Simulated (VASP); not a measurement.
Input for VASP

### POSCAR
```
MoS2
1
    1.5432863976    -2.6730500903     0.0000000000
    1.5432863976     2.6730500903     0.0000000000
    0.0000000000     0.0000000000    11.4840300322
Mo S
2 4
Direct
  0.3333330000   0.6666670000   0.2500000000
  0.6666670000   0.3333330000   0.7500000000
  0.3333330000   0.6666670000   0.8856828347
  0.6666670000   0.3333330000   0.3856828347
  0.6666670000   0.3333330000   0.1143171653
  0.3333330000   0.6666670000   0.6143171653
```

**INCAR**
```
ALGO = Normal
EDIFF = 1E-6
EDIFFG = -0.02
ENCUT = 500
IBRION = 2
ISIF = 3
ISMEAR = 0
LASPH = .True.
LCHARG = .False.
LMAXMIX = 4
LREAL = .False.
LWAVE = .False.
NELM = 100
NSW = 40
PREC = Accurate
PSTRESS = 100
SIGMA = 0.05
SYSTEM = MoS2
```

KPOINTS:
```
Automatic mesh
0
Gamma
8 8 2
0 0 0
```

POTCAR, in this order: Mo_sv S (LDA.64 set). Program: vasp_std.

Question: Write an equivalent input for Ansatz.

Answer: One equivalent input (not run):
Ansatz 0.2 input:
```yaml
crystal:
  lattice:
    - [1.5432864, -2.6730501, 0.0000000]
    - [1.5432864, 2.6730501, 0.0000000]
    - [0.0000000, 0.0000000, 11.4840300]
  atoms:
    - { symbol: Mo, position: [0.3333330, 0.6666670, 0.2500000] }
    - { symbol: Mo, position: [0.6666670, 0.3333330, 0.7500000] }
    - { symbol: S, position: [0.3333330, 0.6666670, 0.8856828] }
    - { symbol: S, position: [0.6666670, 0.3333330, 0.3856828] }
    - { symbol: S, position: [0.6666670, 0.3333330, 0.1143172] }
    - { symbol: S, position: [0.3333330, 0.6666670, 0.6143172] }
kpoints:
  mp_grid: { grid: [8, 8, 2] }
hamiltonian:
  xc: lda
  pseudopotentials: { kind: paw }
scf:
  occupations: { method: gaussian, width: 0.05 }
  max_iter: 100
relax:
  max_steps: 40
  f_tol: 0.02
  cell: { p_target: 10 }
output: { forces: true, stress: true, eigenvalues: true }
```
Limits of the translation: each code has its own PAW files, so the cut-off isn't converted (ENCUT is set for VASP's; basis.ecutwfc is left out, and Ansatz then takes the one that its files recommend); Ansatz stops its SCF on the density residual and VASP on the energy change (EDIFF); Ansatz's lda is the Perdew-Wang form, while the LDA potentials of VASP carry Perdew-Zunger's.

The compound is MoS2 in the 2H layered structure. This run relaxes it under an external pressure of 10 GPa. Symmetry was kept, so distortions that lower it aren't found.
